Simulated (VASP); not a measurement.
Energy against volume of ZnS (zinc blende). Computed with vdW-DF2, VASP's PBE PAW potentials (set 64) (plane waves; VASP 6.6.1). Numerical set-up: 520 eV cut-off, 8×8×8 Γ-centred mesh, Gaussian smearing of 0.050 eV, potentials Zn S.

```tsv
V (Å³/atom)	E (eV/atom)
20.323	-0.86637
20.971	-0.87890
21.620	-0.88292
22.268	-0.87975
```

Problem. Fit these four points and predict the energy of the run at 22.917 Å³/atom.

Solution. A cubic in V^(−2/3), the third-order Birch-Murnaghan form, passes through the four points with V0 = 21.64 Å³/atom and B0 = 59 GPa, and gives -0.8705 eV/atom there. The run gave -0.8705 eV/atom, +0.0 meV/atom from the fit; all five points give B0 = 59 GPa.

The compound is ZnS in the zinc blende structure. It was relaxed first, which changed the volume by +9 %.
